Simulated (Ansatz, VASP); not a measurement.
# Sn2C in two plane-wave programs, part 2 of 2

Wanted: the spread between two codes on one cell, functional and k mesh. The cell is generated by rule, not measured, and may not be a known phase. The cell is taken from a series of runs on this material, whose earlier steps may have relaxed, scaled, displaced or heated it; both programs get it as it stands.

VASP 6.6.1 and Ansatz 0.2.0.

So far. Step 2 (Ansatz: single point, PBEsol, pair 1): The run ends at a pressure of 0.17 GPa, with forces up to 0.42 eV/Å. Step 3 (VASP: single point, PBEsol, pair 1): The run ends at a pressure of 0.09 GPa, with forces up to 0.42 eV/Å.

The structure was built from a prototype and need not be the compound's stable phase.

### Step 5. Ansatz: single point, PBEsol, pair 2

Level of this step: Ansatz beside VASP: Kohn-Sham DFT, plane waves, PBEsol (Ansatz).

With cell and atoms fixed, the geometry can't cause a difference; cores, projectors, grids and the points listed under the comparison can.

The cell is taken from a series of runs on this material, whose earlier steps may have relaxed, scaled, displaced or heated it; both programs get it as it stands.

File input.yaml:

```yaml
crystal:
  lattice:
    - [-5.0213021337, 0.0, 0.0]
    - [0.0, -5.0213021337, -5.0213021337]
    - [0.0, -5.0213021337, 5.0213021337]
  atoms:
    - { symbol: C, position: [0.0, 0.4802850044, 0.5] }
    - { symbol: C, position: [0.0, 0.0197149956, 0.0] }
    - { symbol: C, position: [0.5, 0.0197149956, 0.5] }
    - { symbol: C, position: [0.5, 0.4802850044, 0.0] }
    - { symbol: Sn, position: [0.75, 0.25, 0.5] }
    - { symbol: Sn, position: [0.75, 0.75, 0.0] }
    - { symbol: Sn, position: [0.25, -0.0085899095, 0.25] }
    - { symbol: Sn, position: [0.25, 0.5085899095, 0.75] }
    - { symbol: Sn, position: [0.25, -0.0085899095, 0.75] }
    - { symbol: Sn, position: [0.25, 0.5085899095, 0.25] }
    - { symbol: Sn, position: [0.75, 0.75, 0.5] }
    - { symbol: Sn, position: [0.75, 0.25, 0.0] }
kpoints:
  mp_grid: { grid: [8, 6, 6] }
hamiltonian:
  xc: pbesol
scf:
  occupations: { method: methfessel_paxton, width: 0.2 }
output:
  forces: true
  stress: true
  eigenvalues: true
```

On the command line:

```sh
$ ansatz run input.yaml --threads 8 --pin off --max-ram 14336MiB --backend cpu --events-out ev --progress --plain --runs-dir out
```

Numbers of over 12 decimals in the logs are rounded to 6 here.

The log of the run:

```text
[...]
Crystal: 12 atoms, lattice volume = 253.209 Å³
Basis set: ecut = 420 eV, 4981 PW (Γ), exchange–correlation on 72×96×96 points (8 copies of the dense FFT grid, shifted against one another)
Bands: 77, of which v1, the nominal top of the filled ones, is band 64 counted from 1 (63 counted from 0)
Symmetry: 8 space group operations
[...]
k-points: 80 of 288
[...]
k-point 0: bands = [... 60 lower, 7.4924, 8.9010, 8.9916, 11.4750, 11.6617, 11.7864, 11.7925, 11.8828, ... 9 higher]
  k-point 1: bands = [... 60 lower, 7.8714, 8.9312, 9.2767, 11.0180, 11.1125, 11.2460, 11.4182, 11.4387, ... 9 higher]
  k-point 2: bands = [... 60 lower, 8.4596, 8.9355, 9.9975, 10.2065, 10.2786, 10.6989, 10.7625, 10.8263, ... 9 higher]
  k-point 79: bands = [... 60 lower, 8.9247, 8.9247, 8.9567, 8.9567, 11.6979, 11.6979, 11.8284, 11.8284, ... 9 higher]
[key lines of the parts left out:]
SCF converged after 8 iterations
Free energy (F): -48570.718177 eV
Fermi energy:    10.071757 eV
P = ⅓ Tr σ = 0.5686 GPa (5.686 kbar)
```

The run ends at a pressure of 0.57 GPa, with forces up to 0.62 eV/Å.

### Step 6. VASP: single point, PBEsol, pair 2

The same cell, functional, mesh and smearing now go to VASP, with its own data sets.

File INCAR:

```
SYSTEM = Sn2C
PREC = Accurate
ENCUT = 600
EDIFF = 1E-06
NELM = 120
ISMEAR = 1
SIGMA = 0.2
LREAL = .FALSE.
ALGO = Normal
GGA = PS
NBANDS = 79
LORBIT = 11
LWAVE = .FALSE.
LCHARG = .FALSE.
ISIF = 2
LASPH = .TRUE.
GGA_COMPAT = .FALSE.
KPAR = 2
```

File POSCAR:

```
Sn2C
1.0
   -5.0213021337      0.0000000000      0.0000000000
    0.0000000000     -5.0213021337     -5.0213021337
    0.0000000000     -5.0213021337      5.0213021337
C Sn
4 8
Direct
    0.0000000000      0.4802850044      0.5000000000
    0.0000000000      0.0197149956      0.0000000000
    0.5000000000      0.0197149956      0.5000000000
    0.5000000000      0.4802850044      0.0000000000
    0.7500000000      0.2500000000      0.5000000000
    0.7500000000      0.7500000000      0.0000000000
    0.2500000000      0.9914100905      0.2500000000
    0.2500000000      0.5085899095      0.7500000000
    0.2500000000      0.9914100905      0.7500000000
    0.2500000000      0.5085899095      0.2500000000
    0.7500000000      0.7500000000      0.5000000000
    0.7500000000      0.2500000000      0.0000000000
```

File KPOINTS:

```
Automatic mesh
0
Gamma
8 6 6
0 0 0
```

Potentials, in the order of the species: C and Sn_d (PBE family, release 64).

On the command line:

```sh
$ mpirun -np 2 vasp_std
```

The log of the run:

```text
[banner, memory and clock lines left out]
running    2 mpi-ranks, on    1 nodes
[...]
[... a notice as in an earlier step ...]

 LDA part: xc-table for (Slater+PW92), standard interpolation
 POSCAR, INCAR and KPOINTS ok, starting setup
[...]
entering main loop
       N       E                     dE             d eps       ncg     rms          rms(c)
DAV:   1     0.172578547978E+04    0.17258E+04   -0.63164E+04 13745   0.271E+03
DAV:   2     0.290931023285E+03   -0.14349E+04   -0.13912E+04 12640   0.796E+02
DAV:   3    -0.297070364265E+02   -0.32064E+03   -0.30645E+03 13447   0.267E+02
DAV:   4    -0.637915698379E+02   -0.34085E+02   -0.32574E+02 15136   0.840E+01
[...]
DAV:  13    -0.583962020940E+02   -0.85650E-05   -0.12365E-04 15807   0.344E-02    0.184E-02
DAV:  14    -0.583961967648E+02    0.53292E-05   -0.12806E-05 12423   0.167E-02    0.708E-03
DAV:  15    -0.583961960583E+02    0.70651E-06   -0.42713E-06 11541   0.715E-03
   1 F= -.58396196E+02 E0= -.58397783E+02  d E =0.476050E-02
```

Parts of OUTCAR (step 6):

```text
  Total        1.2486560      0.5071067      0.5071067      0.0000000      1.5677926      0.0000000
  in kB        7.9008593      3.2087130      3.2087130      0.0000000      9.9201930      0.0000000
  external PRESSURE =       4.7727618 kB  Pullay stress =       0.0000000 kB

 POSITION                                       TOTAL-FORCE (eV/Angst)
 -----------------------------------------------------------------------------------
      0.00000     -4.92231      0.09899        -0.341742     -0.130006     -0.130006
      0.00000     -0.09899     -0.09899        -0.341742      0.130006      0.130006
     -2.51065     -2.60965      2.41166         0.341742      0.130006      0.130006
     -2.51065     -2.41166     -2.41166         0.341742     -0.130006     -0.130006
     -3.76598     -3.76598      1.25533         0.000000     -0.000000     -0.000000
     -3.76598     -3.76598     -3.76598        -0.000000     -0.000000     -0.000000
     -1.25533     -6.23350     -3.72284        -0.000000      0.438096      0.438096
     -1.25533     -6.31976      1.21219         0.000000     -0.438096     -0.438096
     -1.25533     -8.74415     -1.21219        -0.000000      0.438096      0.438096
     -1.25533     -3.80911     -1.29846        -0.000000     -0.438096     -0.438096
     -3.76598     -6.27663     -1.25533        -0.000000     -0.000000     -0.000000
     -3.76598     -1.25533     -1.25533         0.000000     -0.000000     -0.000000
 -----------------------------------------------------------------------------------
    total drift:                               -0.000000     -0.000000     -0.000000

  FREE ENERGIE OF THE ION-ELECTRON SYSTEM (eV)
  ---------------------------------------------------
  free  energy   TOTEN  =       -58.3961960583 eV

  energy  without entropy=      -58.4009565604  energy(sigma->0) =      -58.39778289

[... 2 parts as in an earlier step ...]

[... 1 further part left out ...]
[key lines of the parts left out:]
E-fermi :   7.3836
```

The run ends at a pressure of 0.48 GPa, with forces up to 0.62 eV/Å.

### Step 7. Side by side

The two programs side by side:

| quantity | Ansatz | VASP | difference |
| --- | --- | --- | --- |
| pressure (GPa) | 0.57 | 0.48 | +0.09 |

Forces on 7 of the 12 atoms, those with the largest forces and the largest differences (eV/Å; atoms numbered as in POSCAR):

| atom | Ansatz x, y, z | VASP x, y, z |
| --- | --- | --- |
| C1 | -0.351, -0.140, -0.140 | -0.342, -0.130, -0.130 |
| C2 | -0.351, 0.140, 0.140 | -0.342, 0.130, 0.130 |
| C3 | 0.351, 0.140, 0.140 | 0.342, 0.130, 0.130 |
| Sn7 | 0.000, 0.440, 0.440 | 0.000, 0.438, 0.438 |
| Sn8 | 0.000, -0.440, -0.440 | 0.000, -0.438, -0.438 |
| Sn9 | 0.000, 0.440, 0.440 | 0.000, 0.438, 0.438 |
| Sn10 | 0.000, -0.440, -0.440 | 0.000, -0.438, -0.438 |

The forces differ by 5.8 meV/Å r.m.s., which is 2.4 % of the r.m.s. force of 0.244 eV/Å (both taken over all components).

### Step 8. VASP: single point, PBEsol, pair 3

A single point takes one fixed geometry, so differences don't come from the geometry; what else differs is listed under the comparison.

INCAR is that of step 6.

File POSCAR:

```
Sn2C
1.0
   -5.0213021337      0.0000000000      0.0000000000
    0.0000000000     -5.0213021337     -5.0213021337
    0.0000000000     -5.0213021337      5.0213021337
C Sn
4 8
Direct
    0.0000000000      0.4690192927      0.5000000000
    0.0000000000      0.0309807073      0.0000000000
    0.5000000000      0.0309807073      0.5000000000
    0.5000000000      0.4690192927      0.0000000000
    0.7500000000      0.2500000000      0.5000000000
    0.7500000000      0.7500000000      0.0000000000
    0.2500000000      0.9865015708      0.2500000000
    0.2500000000      0.5134984292      0.7500000000
    0.2500000000      0.9865015708      0.7500000000
    0.2500000000      0.5134984292      0.2500000000
    0.7500000000      0.7500000000      0.5000000000
    0.7500000000      0.2500000000      0.0000000000
```

KPOINTS is that of step 6.

On the command line:

```sh
$ mpirun -np 2 vasp_std
```

The log of the run:

```text
[... set-up lines as in an earlier step ...]
 entering main loop
       N       E                     dE             d eps       ncg     rms          rms(c)
DAV:   1     0.172997950600E+04    0.17300E+04   -0.62950E+04 13761   0.270E+03
DAV:   2     0.292624896925E+03   -0.14374E+04   -0.13932E+04 12640   0.799E+02
DAV:   3    -0.297696787928E+02   -0.32239E+03   -0.30743E+03 13465   0.267E+02
DAV:   4    -0.643643797548E+02   -0.34595E+02   -0.33051E+02 15112   0.846E+01
[...]
DAV:  13    -0.583670021170E+02   -0.54470E-05   -0.57172E-05 13813   0.236E-02    0.124E-02
DAV:  14    -0.583669997993E+02    0.23177E-05   -0.41295E-06 11542   0.897E-03    0.536E-03
DAV:  15    -0.583669992015E+02    0.59775E-06   -0.17583E-06  9389   0.509E-03
   1 F= -.58366999E+02 E0= -.58369684E+02  d E =0.805462E-02
```

Parts of OUTCAR (step 8):

```text
  Total        3.1250743      1.4458239      1.4458239     -0.0000000      3.7155840     -0.0000000
  in kB       19.7738789      9.1484373      9.1484373     -0.0000000     23.5103238     -0.0000000
  external PRESSURE =      12.6902512 kB  Pullay stress =       0.0000000 kB

 POSITION                                       TOTAL-FORCE (eV/Angst)
 -----------------------------------------------------------------------------------
      0.00000     -4.86574      0.15556        -0.885123     -0.478112     -0.478112
      0.00000     -0.15556     -0.15556        -0.885123      0.478112      0.478112
     -2.51065     -2.66621      2.35509         0.885123      0.478112      0.478112
     -2.51065     -2.35509     -2.35509         0.885123     -0.478112     -0.478112
     -3.76598     -3.76598      1.25533         0.000000      0.000000      0.000000
     -3.76598     -3.76598     -3.76598         0.000000      0.000000      0.000000
     -1.25533     -6.20885     -3.69820         0.000000      0.548282      0.548282
     -1.25533     -6.34441      1.18755         0.000000     -0.548282     -0.548282
     -1.25533     -8.71950     -1.18755         0.000000      0.548282      0.548282
     -1.25533     -3.83376     -1.32311         0.000000     -0.548282     -0.548282
     -3.76598     -6.27663     -1.25533         0.000000      0.000000      0.000000
     -3.76598     -1.25533     -1.25533         0.000000      0.000000      0.000000
 -----------------------------------------------------------------------------------
    total drift:                               -0.000000     -0.000000     -0.000000

  FREE ENERGIE OF THE ION-ELECTRON SYSTEM (eV)
  ---------------------------------------------------
  free  energy   TOTEN  =       -58.3669992015 eV

  energy  without entropy=      -58.3750538222  energy(sigma->0) =      -58.36968408

[... 2 parts as in an earlier step ...]

[... 1 further part left out ...]
[key lines of the parts left out:]
E-fermi :   7.3803
```

The run ends at a pressure of 1.27 GPa, with forces up to 1.1 eV/Å.

### Step 9. Ansatz: single point, PBEsol, pair 3

The same cell, functional, mesh and smearing now go to Ansatz, which takes its cutoff from its data sets.

The cell is taken from a series of runs on this material, whose earlier steps may have relaxed, scaled, displaced or heated it; both programs get it as it stands.

File input.yaml:

```yaml
crystal:
  lattice:
    - [-5.0213021337, 0.0, 0.0]
    - [0.0, -5.0213021337, -5.0213021337]
    - [0.0, -5.0213021337, 5.0213021337]
  atoms:
    - { symbol: C, position: [0.0, 0.4690192927, 0.5] }
    - { symbol: C, position: [0.0, 0.0309807073, 0.0] }
    - { symbol: C, position: [0.5, 0.0309807073, 0.5] }
    - { symbol: C, position: [0.5, 0.4690192927, 0.0] }
    - { symbol: Sn, position: [0.75, 0.25, 0.5] }
    - { symbol: Sn, position: [0.75, 0.75, 0.0] }
    - { symbol: Sn, position: [0.25, -0.0134984292, 0.25] }
    - { symbol: Sn, position: [0.25, 0.5134984292, 0.75] }
    - { symbol: Sn, position: [0.25, -0.0134984292, 0.75] }
    - { symbol: Sn, position: [0.25, 0.5134984292, 0.25] }
    - { symbol: Sn, position: [0.75, 0.75, 0.5] }
    - { symbol: Sn, position: [0.75, 0.25, 0.0] }
kpoints:
  mp_grid: { grid: [8, 6, 6] }
hamiltonian:
  xc: pbesol
scf:
  occupations: { method: methfessel_paxton, width: 0.2 }
output:
  forces: true
  stress: true
  eigenvalues: true
```

On the command line:

```sh
$ ansatz run input.yaml --threads 8 --pin off --max-ram 14336MiB --backend cpu --events-out ev --progress --plain --runs-dir out
```

The log of the run:

```text
[...]
Crystal: 12 atoms, lattice volume = 253.209 Å³
Basis set: ecut = 420 eV, 4981 PW (Γ), exchange–correlation on 72×96×96 points (8 copies of the dense FFT grid, shifted against one another)
Bands: 77, of which v1, the nominal top of the filled ones, is band 64 counted from 1 (63 counted from 0)
Symmetry: 8 space group operations
[...]
k-points: 80 of 288
[...]
k-point 0: bands = [... 60 lower, 7.6497, 8.7945, 8.9972, 11.3268, 11.6282, 11.7673, 11.7828, 11.8561, ... 9 higher]
  k-point 1: bands = [... 60 lower, 8.0148, 8.8234, 9.2903, 10.9713, 11.1037, 11.1859, 11.4329, 11.5372, ... 9 higher]
  k-point 2: bands = [... 60 lower, 8.5728, 8.8241, 10.0081, 10.2048, 10.3316, 10.7142, 10.8186, 10.8736, ... 9 higher]
  k-point 79: bands = [... 60 lower, 8.8798, 8.8798, 8.9030, 8.9030, 11.7217, 11.7217, 11.7917, 11.7917, ... 9 higher]
[key lines of the parts left out:]
SCF converged after 8 iterations
Free energy (F): -48570.682351 eV
Fermi energy:    10.068361 eV
P = ⅓ Tr σ = 1.3856 GPa (13.856 kbar)
```

The run ends at a pressure of 1.39 GPa, with forces up to 1.2 eV/Å.

### Step 10. Side by side

Both answers:

| quantity | Ansatz | VASP | difference |
| --- | --- | --- | --- |
| pressure (GPa) | 1.39 | 1.27 | +0.12 |

Forces on 7 of the 12 atoms, those with the largest forces and the largest differences (eV/Å; atoms numbered as in POSCAR):

| atom | Ansatz x, y, z | VASP x, y, z |
| --- | --- | --- |
| C1 | -0.909, -0.500, -0.500 | -0.885, -0.478, -0.478 |
| C2 | -0.909, 0.500, 0.500 | -0.885, 0.478, 0.478 |
| C3 | 0.909, 0.500, 0.500 | 0.885, 0.478, 0.478 |
| C4 | 0.909, -0.500, -0.500 | 0.885, -0.478, -0.478 |
| Sn8 | 0.000, -0.549, -0.549 | 0.000, -0.548, -0.548 |
| Sn9 | 0.000, 0.549, 0.549 | 0.000, 0.548, 0.548 |
| Sn10 | 0.000, -0.549, -0.549 | 0.000, -0.548, -0.548 |

The forces differ by 13 meV/Å r.m.s., which is 2.9 % of the r.m.s. force of 0.452 eV/Å (both taken over all components).

### Step 11. Results

```yaml
r_m_s_force_difference_single_point_pbesol_pair_1: 2.7 meV/Å
r_m_s_force_difference_single_point_pbesol_pair_2: 2.4 % of the r.m.s. force
r_m_s_force_difference_single_point_pbesol_pair_3: 2.9 % of the r.m.s. force
```

The r.m.s. force difference is 2.9 % of the r.m.s. force (single point, PBEsol, pair 3), at about the 3 % picked in this series as the mark of a large difference. 1 further pair of this series is not shown here. Such differences can come from data sets, numerical settings and the points named under the comparisons, not from the functional's error against experiment.

[Lines on the potential files, build, host, timing and source positions are cut from VASP's logs without a mark.]

[Logs are printed without paths, hosts, clocks, repeated set-up lines and the standing remarks that a program may print on its own settings, such as how far it seeks lower states.]

[Hosts, paths, dates, database ids (printed as entryN), source tags and the programs' standing remarks are cut or masked in the printed files.]
